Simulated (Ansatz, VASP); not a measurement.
## Si13B4O32 (boron-doped silica glass): VASP beside Ansatz

One calculation is typed for both programs; each brings its own data sets. How far apart do they land? Of the first pair: The structure shown is the start of the Ansatz relaxation below; VASP solves that cell, so the two are compared at the walk's first step.

Calculated with Ansatz 0.2.0; plane waves, with VASP 6.6.1 beside it; single point at PBE.

**1. Set-up**

The cell holds 49 atoms: 13 Si, 4 B and 32 O. Cell: a = 8.973 Å, b = 8.973 Å, c = 8.973 Å, α = 90.0°, β = 90.0°, γ = 90.0°. As first built, before any earlier steps moved the atoms (in the runner's words): kind boron-doped silica glass; units_of_the_quenched_model {'SiO2': 13, 'B2O3': 2}; melt_K 2600; rate_K_ps 20; atoms 49.

**2. Ansatz: relaxation, PBE**

Ansatz runs on its PAW soft_1 files.

The two programs are compared at the cell with which this relaxation starts, whose forces are those of its first step.

The input, input.yaml:

```yaml
crystal:
  lattice:
    - [8.9732, 0.0, 0.0]
    - [0.0, 8.9732, 0.0]
    - [0.0, 0.0, 8.9732]
  atoms:
    - { symbol: Si, position: [0.002734, 0.685884, 0.94857] }
    - { symbol: Si, position: [0.914976, 0.371013, 0.479731] }
    - { symbol: Si, position: [0.472634, 0.601887, 0.753015] }
    - { symbol: Si, position: [0.559608, 0.355967, 0.514479] }
    - { symbol: Si, position: [0.227651, 0.442744, 0.94864] }
    - { symbol: Si, position: [0.788332, 0.921632, 0.450058] }
    - { symbol: Si, position: [0.554475, 0.751751, 0.22696] }
    - { symbol: Si, position: [0.03212, 0.690991, 0.58531] }
    - { symbol: Si, position: [0.100421, 0.1965, 0.711122] }
    - { symbol: Si, position: [0.369972, 0.789593, 0.503347] }
    - { symbol: Si, position: [0.398627, 0.262392, 0.210935] }
    - { symbol: Si, position: [0.109774, 0.014068, 0.993779] }
    - { symbol: Si, position: [0.474368, 0.021045, 0.995023] }
    - { symbol: B, position: [0.593917, 0.069681, 0.68075] }
    - { symbol: B, position: [0.686796, 0.620436, 0.996848] }
    - { symbol: B, position: [0.957971, 0.148454, 0.261808] }
    - { symbol: B, position: [0.290824, 0.09445, 0.452429] }
    - { symbol: O, position: [0.511885, 0.868005, 0.089779] }
    - { symbol: O, position: [0.966179, 0.291249, 0.323745] }
    - { symbol: O, position: [0.082979, 0.534526, 0.00787] }
    - { symbol: O, position: [0.291347, 0.035373, 0.98567] }
    - { symbol: O, position: [0.479887, 0.480223, 0.618405] }
    - { symbol: O, position: [0.053658, 0.062911, 0.826043] }
    - { symbol: O, position: [0.282902, 0.157911, 0.310763] }
    - { symbol: O, position: [0.314427, 0.365361, 0.087787] }
    - { symbol: O, position: [0.735189, 0.393552, 0.487944] }
    - { symbol: O, position: [0.616841, 0.590228, 0.862057] }
    - { symbol: O, position: [0.551063, 0.036651, 0.827818] }
    - { symbol: O, position: [0.680046, 0.831459, 0.333529] }
    - { symbol: O, position: [0.19861, 0.744495, 0.539138] }
    - { symbol: O, position: [0.078518, 0.836416, 0.014018] }
    - { symbol: O, position: [0.613082, 0.607158, 0.132855] }
    - { symbol: O, position: [0.912526, 0.809325, 0.519049] }
    - { symbol: O, position: [0.999067, 0.527794, 0.512829] }
    - { symbol: O, position: [0.017706, 0.682946, 0.766628] }
    - { symbol: O, position: [0.512997, 0.157207, 0.112687] }
    - { symbol: O, position: [0.378125, 0.967402, 0.468973] }
    - { symbol: O, position: [0.828421, 0.682511, 0.995329] }
    - { symbol: O, position: [0.485893, 0.341397, 0.349517] }
    - { symbol: O, position: [0.176088, 0.320942, 0.822009] }
    - { symbol: O, position: [0.330995, 0.565424, 0.860634] }
    - { symbol: O, position: [0.425768, 0.711123, 0.348838] }
    - { symbol: O, position: [0.693135, 0.986783, 0.593027] }
    - { symbol: O, position: [0.459651, 0.756189, 0.658336] }
    - { symbol: O, position: [0.957226, 0.263281, 0.621894] }
    - { symbol: O, position: [0.877025, 0.046449, 0.348593] }
    - { symbol: O, position: [0.544747, 0.201568, 0.612347] }
    - { symbol: O, position: [0.023096, 0.106288, 0.126824] }
    - { symbol: O, position: [0.211592, 0.146554, 0.57504] }
  symmetry: { detect: false }
kpoints:
  mp_grid: { grid: [2, 2, 2] }
scf:
  occupations: { method: fermi_dirac, width: 0.05 }
hamiltonian:
  xc: pbe
  pseudopotentials: { kind: paw, azcp: { folder: soft_1 } }
output:
  forces: true
  stress: true
relax:
  f_tol: 0.04
  max_steps: 100
  escape_saddle: false
  cell: { stress_tol: 0.4, fix: [] }
```

Started as:

```bash
$ ansatz run input.yaml --threads 4 --pin off --max-ram 16384MiB --backend cpu --events-out ev --progress --plain --runs-dir out
```

Numbers of over 12 decimals in the logs are rounded to 6 here.

The program printed:

```text
Engine: ansatz 0.2.0, aarch64-unknown-linux-gnu
Pseudopotentials: kind: paw
Pseudopotential: Si, paw, valence charge 4, recommended cutoff 420 eV (normal), soft_1/Si.paw.azcp
Pseudopotential: B, paw, valence charge 3, recommended cutoff 420 eV (normal), soft_1/B.paw.azcp
Pseudopotential: O, paw, valence charge 6, recommended cutoff 420 eV (normal), soft_1/O.paw.azcp
Functional definition: PBE
  parameter kappa = 0.804
  parameter beta = 0.066725
  exchange = pbe_x(kappa = kappa, mu = beta*pi^2/3)
  correlation = pbe_c(beta = beta)
Crystal: 49 atoms, lattice volume = 722.507 Å³
Basis set: ecut = 420 eV, 13997 PW (Γ), exchange–correlation on 120×120×120 points (8 copies of the dense FFT grid, shifted against one another)
Bands: 177, of which v1, the nominal top of the filled ones, is band 128 counted from 1 (127 counted from 0)
Symmetry: 1 space group operations
k-points: 8
Non-local potential: Si, projectors of the file, l = 0: 2, l = 1: 2, l = 2: 1
Non-local potential: B, projectors of the file, l = 0: 2, l = 1: 2, l = 2: 1
Non-local potential: O, projectors of the file, l = 0: 2, l = 1: 2, l = 2: 1
PAW form: soft (Blöchl's): semilocal exchange-correlation on the pseudo side does not see the compensation charge
PAW one-centre angular grid: Si, 110 points (default); XC on 64 Gauss nodes
PAW one-centre angular grid: B, 110 points (default); XC on 64 Gauss nodes
PAW one-centre angular grid: O, 110 points (default); XC on 64 Gauss nodes
Initial density: superposition of atomic densities (chi_scale 0.1, normalization cell, long waves kept (reshape's long-wave potential 0.05 eV rms))
Initial wavefunctions: pseudopotential atomic-orbital guess
Functional: x = pbe(κ = 0.804, μ = 0.219515), c = pbe(β = 0.066725)
SCF iter   1: F=—  HF=-27122.745961 eV  |F-HF|=—  |Δ(HF+E_count)|=         —  Δρ=1.19e-1  dr2=9.38e1  ethr=3.10e-3  ⟨swp⟩=6.0  Hψ=6348  notcnv=0  defer=184
preconditioner: auto → Resta (q_TF=auto, 2.295 Å⁻¹)  ε∞=2.6  [insulator: Δε(μ)=6.676 eV  Ē_g=17.532 eV  σ=0.050 eV  W_gap=1.00  n_scr=146 (ndim 8)  ℏωp=22.1 eV  f_vac=0.153  D(μ)=0.00/eV (n_scr^D=0)  ε∞_Penn≈2.6]
SCF iter   2: F=—  HF=-27097.179217 eV  |F-HF|=—  |Δ(HF+E_count)|=    2.56e1  Δρ=4.11e-2  dr2=5.23e0  ethr=3.10e-3  ⟨swp⟩=3.1  Hψ=3456  notcnv=0  defer=338
SCF iter   3: F=—  HF=-27096.626597 eV  |F-HF|=—  |Δ(HF+E_count)|=   5.53e-1  Δρ=1.96e-2  dr2=1.68e0  ethr=2.04e-3  ⟨swp⟩=2.2  Hψ=1134  notcnv=0  defer=338
SCF iter   4: F=—  HF=-27096.616295 eV  |F-HF|=—  |Δ(HF+E_count)|=   1.03e-2  Δρ=3.00e-3  dr2=5.67e-2  ethr=6.55e-4  ⟨swp⟩=4.2  Hψ=2199  notcnv=0  defer=338
SCF iter   5: F=—  HF=-27096.621192 eV  |F-HF|=—  |Δ(HF+E_count)|=   4.90e-3  Δρ=1.40e-3  dr2=1.24e-2  ethr=2.21e-5  ⟨swp⟩=2.4  Hψ=2620  notcnv=0  defer=343
SCF iter   6: F=—  HF=-27096.625007 eV  |F-HF|=—  |Δ(HF+E_count)|=   3.82e-3  Δρ=3.92e-4  dr2=1.69e-3  ethr=4.83e-6  ⟨swp⟩=2.0  Hψ=2069  notcnv=0  defer=343
SCF iter   7: F=—  HF=-27096.625781 eV  |F-HF|=—  |Δ(HF+E_count)|=   7.74e-4  Δρ=1.43e-4  dr2=1.81e-4  ethr=6.60e-7  ⟨swp⟩=2.0  Hψ=1824  notcnv=0  defer=343
SCF iter   8: F=—  HF=-27096.625779 eV  |F-HF|=—  |Δ(HF+E_count)|=   2.36e-6  Δρ=8.92e-5  dr2=4.70e-5  ethr=7.08e-8  ⟨swp⟩=2.0  Hψ=2010  notcnv=0  defer=343
SCF iter   9: F=—  HF=-27096.625532 eV  |F-HF|=—  |Δ(HF+E_count)|=   2.46e-4  Δρ=2.09e-5  dr2=2.85e-6  ethr=1.84e-8  ⟨swp⟩=2.0  Hψ=2129  notcnv=0  defer=343
SCF iter  10: F=—  HF=-27096.625530 eV  |F-HF|=—  |Δ(HF+E_count)|=   2.23e-6  Δρ=7.02e-6  dr2=3.42e-7  ethr=1.11e-9  ⟨swp⟩=2.0  Hψ=1994  notcnv=0  defer=343
SCF iter  11: F=—  HF=-27096.625530 eV  |F-HF|=—  |Δ(HF+E_count)|=   2.82e-7  Δρ=4.20e-6  dr2=1.02e-7  ethr=3.91e-11  ⟨swp⟩=5.0  Hψ=5204  notcnv=0
SCF iter  12: F=-27096.625530 eV  HF=-27096.625530 eV  |F-HF|=3.60e-9  |Δ(HF+E_count)|=   5.16e-8  Δρ=1.01e-6  dr2=7.80e-9  ethr=3.91e-11  ⟨swp⟩=4.0  Hψ=4264  notcnv=0
SCF 1 converged in 12 iterations: F = -27096.625530 eV  dr2 = 7.80e-9
  greatest PAW one-centre occupation: 0.862 electrons in one spin orbital (limit 2), on the O atom at site 43 (counted from 0), in its partial waves of l = 0
relax step   1: F+E_penalty+E_count = -27096.62552972 eV  Δ(F+E_penalty+E_count) = +0.000e0 eV  max|allowed force component| = 1.284e0 eV/Å  Δτ_max = 0.0000 Å  P = -3.863 GPa  Ω = 722.507 Å³  (12 SCF iters, dr2 threshold 1.00e-7 eV, accepted)
Crystal: 49 atoms, lattice volume = 721.917 Å³
Basis set: ecut = 420 eV, 14087 PW (Γ), exchange–correlation on 120×120×120 points (8 copies of the dense FFT grid, shifted against one another)
Initial density: handed on by an earlier stage of this run
Initial wavefunctions: those handed on with the density
iter 1 solved again at ethr=1.56e-4 eV; its pass at ethr=3.10e-3 eV (dr2=3.99e-1 eV) is discarded
SCF iter   1: F=—  HF=-27098.002205 eV  |F-HF|=—  |Δ(HF+E_count)|=         —  Δρ=9.50e-3  dr2=4.00e-1  ethr=1.56e-4  ⟨swp⟩=5.1  Hψ=7958  notcnv=0
[...]
basis re-selected at this cell: Δ(F+E_penalty+E_count) = -4.458e-3 eV, ΔP = +0.012 GPa vs the last step (what re-selecting the basis moved, of the pressure what is left beyond the Pulay correction that the steps carried, after the strain that the cell walked since its last selection, with what the two solves' SCF thresholds leave and, on support functions, any second-order correction that the steps lacked; it is no m [...]
SCF converged after 4 iterations
Free energy (F): -27099.470328 eV
Harris-Foulkes:  -27099.470328 eV  (|F-HF|=9.46e-11)
Internal energy: -27099.470328 eV  (E = F + TS)
E sigma→0 (E₀):  -27099.470328 eV
Fermi energy:    3.631931 eV
--- Per-component energies (eV) ---
  E_band       = -1580.497475
  E_kinetic    = 6255.872095
  E_local      = -19561.354838  (includes V_loc(G=0)·N_el)
  E_nonlocal   = 1993.861590
  E_hartree    = 7451.454753
  E_xc         = -3161.748470
  E_vxc        = -3706.055510  (∫ρ·V_xc dr)
  E_paw        = -12207.873423  (= ΣΔE_a)
  E_vpaw       = -1465.756523  (= ΣTr[D̂ρ^β])
  E_aug_tail   = 0.026549  (compensation charges beyond the density's cutoff)
  E_ewald      = -7869.708584
  E_smearing   = -0.000000  (= −TS)
  E_closure    = -0.000000  (closes the sum)
  Σ components = -27099.470328   (vs F -27099.470328, Δ=0.00e0)
--- Forces (eV/Å), atoms counted from 1 ---
  atom   1  Si     0.00240024    -0.01107487     0.00044403
  atom   2  Si     0.00098265    -0.00493099     0.00539297
  atom   3  Si    -0.01014025    -0.00572080    -0.00191593
  atom   4  Si     0.00015588    -0.00249459     0.00411532
  atom   5  Si     0.00357487    -0.00054876    -0.00038520
  atom   6  Si     0.00088145     0.00053143     0.00067489
  atom   7  Si     0.00002862    -0.00481721    -0.01444260
  atom   8  Si     0.00212563    -0.00397968     0.00435247
  atom   9  Si    -0.01151382    -0.00215481     0.00724614
  atom  10  Si     0.00125019    -0.00462774     0.00081752
  atom  11  Si     0.00657273    -0.00894667    -0.00113738
  atom  12  Si    -0.00404969     0.00525055    -0.00466192
  atom  13  Si    -0.00122265     0.00085040     0.00688895
  atom  14  B     -0.00461805     0.00978411    -0.00850594
  atom  15  B      0.00247486    -0.00663482     0.00001266
  atom  16  B      0.00437638    -0.00189535    -0.00932605
  atom  17  B      0.00453372    -0.01121407    -0.00286011
  atom  18  O     -0.00221497     0.00286139     0.00006897
  atom  19  O     -0.00047181    -0.00181571     0.00279509
  atom  20  O     -0.00010436     0.00213985    -0.00007214
  atom  21  O     -0.00066028    -0.00083845     0.00093855
  atom  22  O      0.00390443     0.00156852    -0.00337752
  atom  23  O      0.00021879     0.00141585    -0.00236731
  atom  24  O     -0.00162885    -0.00027166    -0.00348171
[...]
atom  42  O     -0.00135247    -0.00064012     0.00575556
  atom  43  O      0.00113380    -0.00231307    -0.00254055
  atom  44  O     -0.00215183     0.00320354    -0.00117721
  atom  45  O     -0.00252458     0.00199326    -0.00174080
  atom  46  O      0.00126250     0.00160534     0.00540557
  atom  47  O      0.00520248     0.00030633     0.00455885
  atom  48  O      0.00045563    -0.00146255    -0.00048527
  atom  49  O     -0.00052246     0.00274292     0.00136429
  max |Σ_I F_I| component: 2.11e-5 eV/Å
--- Stress (GPa, compression-positive) ---
        0.033315       0.016092      -0.002434
        0.016096       0.029382       0.001482
       -0.002437       0.001495      -0.032119
  P = ⅓ Tr σ = 0.0102 GPa (0.102 kbar)
--- Relaxed structure (22 steps of the walk, 18 accepted, 2 SCFs on fresh bases) ---
  F+E_penalty+E_count = -27099.47032772 eV   max|allowed force component| = 1.444e-2 eV/Å   (the final SCF, on the basis selected at the relaxed cell)
  cell:  # Å, volume = 716.9438 Å³
    - [9.367861, 0.168378, 0.196915]
    - [0.168378, 9.390095, 0.030213]
    - [0.196915, 0.030213, 8.157164]
  atoms:
    - { symbol: Si, position: [0.00250489, 0.682332, 0.931587] }
    - { symbol: Si, position: [0.915704, 0.377731, 0.479172] }
    - { symbol: Si, position: [0.472339, 0.572784, 0.758160] }
    - { symbol: Si, position: [0.581369, 0.338215, 0.504795] }
    - { symbol: Si, position: [0.226396, 0.451885, 0.993681] }
    - { symbol: Si, position: [0.802741, 0.916880, 0.447679] }
    - { symbol: Si, position: [0.576983, 0.791894, 0.218122] }
    - { symbol: Si, position: [0.035379, 0.677456, 0.541625] }
    - { symbol: Si, position: [0.102791, 0.230651, 0.737173] }
    - { symbol: Si, position: [0.339299, 0.783761, 0.507150] }
    - { symbol: Si, position: [0.390897, 0.262226, 0.224415] }
    - { symbol: Si, position: [0.102613, -0.000715092, 0.992719] }
    - { symbol: Si, position: [0.444064, 0.031065, 0.983715] }
    - { symbol: B, position: [0.598660, 0.053199, 0.663473] }
    - { symbol: B, position: [0.692314, 0.635356, 0.965244] }
    - { symbol: B, position: [0.960613, 0.141259, 0.283073] }
    - { symbol: B, position: [0.283541, 0.090071, 0.489413] }
    - { symbol: O, position: [0.533128, 0.920612, 0.095959] }
    - { symbol: O, position: [0.977191, 0.281973, 0.321689] }
    - { symbol: O, position: [0.097305, 0.568158, 0.035901] }
    - { symbol: O, position: [0.276768, -0.011457, 0.985498] }
    - { symbol: O, position: [0.486143, 0.444847, 0.624985] }
    - { symbol: O, position: [0.047761, 0.088356, 0.833028] }
    - { symbol: O, position: [0.329315, 0.128458, 0.333718] }
    - { symbol: O, position: [0.269615, 0.378370, 0.167333] }
    - { symbol: O, position: [0.742817, 0.392896, 0.483697] }
    - { symbol: O, position: [0.633014, 0.598835, 0.821341] }
    - { symbol: O, position: [0.515248, 0.026497, 0.800288] }
    - { symbol: O, position: [0.719367, 0.834634, 0.309563] }
    - { symbol: O, position: [0.195460, 0.702703, 0.464858] }
    - { symbol: O, position: [0.037489, 0.842152, -0.011441] }
    - { symbol: O, position: [0.607898, 0.650196, 0.107157] }
    - { symbol: O, position: [0.935129, 0.816919, 0.504930] }
    - { symbol: O, position: [0.977107, 0.536409, 0.457193] }
    - { symbol: O, position: [0.044769, 0.656748, 0.738532] }
    - { symbol: O, position: [0.461879, 0.190909, 0.056099] }
    - { symbol: O, position: [0.298526, 0.951738, 0.542503] }
    - { symbol: O, position: [0.835156, 0.656180, 0.970320] }
    - { symbol: O, position: [0.511019, 0.339780, 0.325973] }
    - { symbol: O, position: [0.173092, 0.333637, 0.867025] }
    - { symbol: O, position: [0.364160, 0.529675, 0.909674] }
    - { symbol: O, position: [0.449408, 0.759833, 0.350954] }
    - { symbol: O, position: [0.696033, 0.949529, 0.608460] }
    - { symbol: O, position: [0.409855, 0.718028, 0.671678] }
    - { symbol: O, position: [0.965562, 0.307207, 0.652522] }
    - { symbol: O, position: [0.862381, 0.066393, 0.375422] }
    - { symbol: O, position: [0.579338, 0.177253, 0.577315] }
    - { symbol: O, position: [0.043445, 0.081195, 0.158139] }
    - { symbol: O, position: [0.222286, 0.192477, 0.591268] }
```

[end of part 1 of 2]

[Lines on the potential files, build, host, timing and source positions are cut from VASP's logs without a mark.]

[Logs are printed without paths, hosts, clocks, repeated set-up lines and the standing remarks that a program may print on its own settings, such as how far it seeks lower states.]

[Hosts, paths, dates, database ids (printed as entryN), source tags and the programs' standing remarks are cut or masked in the printed files.]
